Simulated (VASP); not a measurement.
All values below come from LDA (Ceperley-Alder, Perdew-Zunger), VASP's LDA PAW potentials (set 64) (plane waves; VASP).

A VASP calculation is set up with these files.

INCAR:
```
# general
SYSTEM  = Te
PREC    = Accurate
ENCUT   = 520
LREAL   = .FALSE.
LASPH   = .TRUE.

# electronic loop
EDIFF   = 1E-7
NELM    = 100
ALGO    = Normal
LMAXMIX = 4

# smearing
ISMEAR  = 1
SIGMA   = 0.1

# ions
IBRION  = 2
NSW     = 30
ISIF    = 4
EDIFFG  = -0.01

# output
LWAVE   = .FALSE.
LCHARG  = .FALSE.
```

KPOINTS:
```
Regular mesh
0
Gamma
 10 10 6
```

**POSCAR**
```
Te
1
    2.1163854717    -3.6656869042     0.0000000000
    2.1163854717     3.6656869042     0.0000000000
    0.0000000000     0.0000000000     5.8772942883
Te
3
Direct
  1.0000000000   0.2872114121   0.6666670000
  0.7127885879   0.7127885879   0.0000000000
  0.2872114121   1.0000000000   0.3333330000
```

POTCAR, in this order: Te (LDA.64 set). Program: vasp_std.

The resulting files:

OSZICAR:
```
       N       E                     dE             d eps       ncg     rms          rms(c)
DAV:   1     0.795981391577E+02    0.79598E+02   -0.67463E+03  1872   0.113E+03
DAV:   2    -0.572447122882E+01   -0.85323E+02   -0.81687E+02  2507   0.159E+02
DAV:   3    -0.113282688858E+02   -0.56038E+01   -0.55191E+01  2347   0.467E+01
DAV:   4    -0.114284771313E+02   -0.10021E+00   -0.10009E+00  2231   0.751E+00
DAV:   5    -0.114302457441E+02   -0.17686E-02   -0.17686E-02  2223   0.984E-01    0.143E+01
DAV:   6    -0.114062165698E+02    0.24029E-01   -0.13148E-02  2077   0.757E-01    0.890E+00
DAV:   7    -0.113967458194E+02    0.94708E-02   -0.25816E-02  1987   0.102E+00    0.256E-01
DAV:   8    -0.113963247784E+02    0.42104E-03   -0.40597E-03  1922   0.423E-01    0.128E-01
DAV:   9    -0.113963352948E+02   -0.10516E-04   -0.11825E-04  2390   0.842E-02    0.877E-02
DAV:  10    -0.113963321407E+02    0.31542E-05   -0.84773E-06  2280   0.205E-02    0.105E-02
DAV:  11    -0.113963303777E+02    0.17629E-05   -0.48774E-06  2007   0.146E-02    0.520E-03
DAV:  12    -0.113963303413E+02    0.36452E-07   -0.57493E-07  2042   0.490E-03
   1 F= -.11396330E+02 E0= -.11396382E+02  d E =-.113963E+02
       N       E                     dE             d eps       ncg     rms          rms(c)
DAV:   1    -0.113990436484E+02   -0.27133E-02   -0.10134E-01  1892   0.182E+00    0.323E-01
DAV:   2    -0.113992659967E+02   -0.22235E-03   -0.42990E-03  2122   0.416E-01    0.659E-02
DAV:   3    -0.113991888437E+02    0.77153E-04   -0.91089E-05  2162   0.698E-02    0.412E-02
DAV:   4    -0.113991625284E+02    0.26315E-04   -0.55205E-05  2057   0.443E-02    0.128E-02
DAV:   5    -0.113991628821E+02   -0.35369E-06   -0.56235E-06  2052   0.151E-02    0.688E-03
DAV:   6    -0.113991628856E+02   -0.34929E-08   -0.11316E-07  1291   0.293E-03
   2 F= -.11399163E+02 E0= -.11399267E+02  d E =-.283254E-02
       N       E                     dE             d eps       ncg     rms          rms(c)
DAV:   1    -0.114008888765E+02   -0.17260E-02   -0.31900E-01  1887   0.322E+00    0.557E-01
DAV:   2    -0.114015854543E+02   -0.69658E-03   -0.13502E-02  2132   0.737E-01    0.117E-01
DAV:   3    -0.114013433977E+02    0.24206E-03   -0.28639E-04  2147   0.123E-01    0.727E-02
DAV:   4    -0.114012618649E+02    0.81533E-04   -0.17055E-04  2062   0.776E-02    0.219E-02
DAV:   5    -0.114012630169E+02   -0.11520E-05   -0.16970E-05  2042   0.263E-02    0.119E-02
DAV:   6    -0.114012630573E+02   -0.40397E-07   -0.40753E-07  2209   0.509E-03
   3 F= -.11401263E+02 E0= -.11401381E+02  d E =-.493272E-02
       N       E                     dE             d eps       ncg     rms          rms(c)
DAV:   1    -0.114012685412E+02   -0.55243E-05   -0.11133E-03  1887   0.190E-01    0.344E-02
DAV:   2    -0.114012709264E+02   -0.23852E-05   -0.46661E-05  2137   0.434E-02    0.753E-03
DAV:   3    -0.114012700654E+02    0.86102E-06   -0.10228E-06  2142   0.734E-03    0.444E-03
DAV:   4    -0.114012697925E+02    0.27292E-06   -0.58992E-07  2027   0.455E-03    0.126E-03
DAV:   5    -0.114012697950E+02   -0.25240E-08   -0.51938E-08   966   0.152E-03
   4 F= -.11401270E+02 E0= -.11401389E+02  d E =-.493945E-02
       N       E                     dE             d eps       ncg     rms          rms(c)
DAV:   1    -0.114014744115E+02   -0.20462E-03   -0.76819E-03  1882   0.521E-01    0.506E-02
DAV:   2    -0.114014856029E+02   -0.11191E-04   -0.34528E-04  2142   0.117E-01    0.202E-02
DAV:   3    -0.114014781267E+02    0.74762E-05   -0.11358E-05  2142   0.235E-02    0.763E-03
DAV:   4    -0.114014772640E+02    0.86269E-06   -0.24391E-06  2217   0.920E-03    0.233E-03
DAV:   5    -0.114014772686E+02   -0.45829E-08   -0.14613E-07  1081   0.256E-03
   5 F= -.11401477E+02 E0= -.11401596E+02  d E =-.207474E-03
       N       E                     dE             d eps       ncg     rms          rms(c)
DAV:   1    -0.114015733431E+02   -0.96079E-04   -0.69335E-02  1872   0.156E+00    0.150E-01
DAV:   2    -0.114016776518E+02   -0.10431E-03   -0.31225E-03  2132   0.353E-01    0.604E-02
DAV:   3    -0.114016108279E+02    0.66824E-04   -0.10254E-04  2137   0.707E-02    0.227E-02
DAV:   4    -0.114016032578E+02    0.75701E-05   -0.21627E-05  2230   0.274E-02    0.701E-03
DAV:   5    -0.114016033055E+02   -0.47648E-07   -0.13647E-06  1962   0.759E-03    0.395E-03
DAV:   6    -0.114016033043E+02    0.11289E-08   -0.60089E-08  1081   0.198E-03
   6 F= -.11401603E+02 E0= -.11401731E+02  d E =-.333509E-03
```

### OUTCAR
```
------------------------ aborting loop because EDIFF is reached ----------------------------------------
  FORCE on cell =-STRESS in cart. coord.  units (eV):
  Direction    XX          YY          ZZ          XY          YZ          ZX
  --------------------------------------------------------------------------------------
  Total        0.7077079      0.7077078      0.7481267      0.0000000      0.0000000      0.0000000
  in kB       12.4338907     12.4338885     13.1440191      0.0000000      0.0000000      0.0000000
  external PRESSURE =      12.6705994 kB  Pullay stress =       0.0000000 kB
  volume of cell :       91.19
      direct lattice vectors                 reciprocal lattice vectors
     2.108216010 -3.651536918 -0.000000000     0.237167348 -0.136928644  0.000000000
     2.108216010  3.651536918  0.000000000     0.237167348  0.136928644 -0.000000000
     0.000000000  0.000000000  5.922932374    -0.000000000 -0.000000000  0.168835289
 POSITION                                       TOTAL-FORCE (eV/Angst)
 -----------------------------------------------------------------------------------
      2.72561     -2.58219      3.94862        -0.002989     -0.005177      0.000000
      2.98165      0.00000      5.92293         0.005978     -0.000000     -0.000000
      2.72561      2.58219      1.97431        -0.002989      0.005177     -0.000000
 -----------------------------------------------------------------------------------
    total drift:                               -0.000205     -0.000410      0.000016
  FREE ENERGIE OF THE ION-ELECTRON SYSTEM (eV)
  ---------------------------------------------------
  free  energy   TOTEN  =       -11.4016033043 eV

  energy  without entropy=      -11.4019855042  energy(sigma->0) =      -11.40173070

 reached required accuracy - stopping structural energy minimisation
```
(Selected blocks of OUTCAR.)

**CONTCAR**
```
Te
   1.00000000000000
     2.1082160096054179   -3.6515369180753443   -0.0000000000000000
     2.1082160096054179    3.6515369180753443    0.0000000000000000
     0.0000000000000000    0.0000000000000000    5.9229323736016939
  Te
     3
Direct
     0.9999999999939290    0.2928497634720904    0.6666669999999968
     0.7071502365339808    0.7071502365339808    1.0000000000000000
     0.2928497634720904    0.9999999999939290    0.3333330000000032
```

The compound is Te in the trig structure. This cell is one point of a volume scan, at 0.97 of the reference volume. Symmetry was kept, so distortions that lower it aren't found.
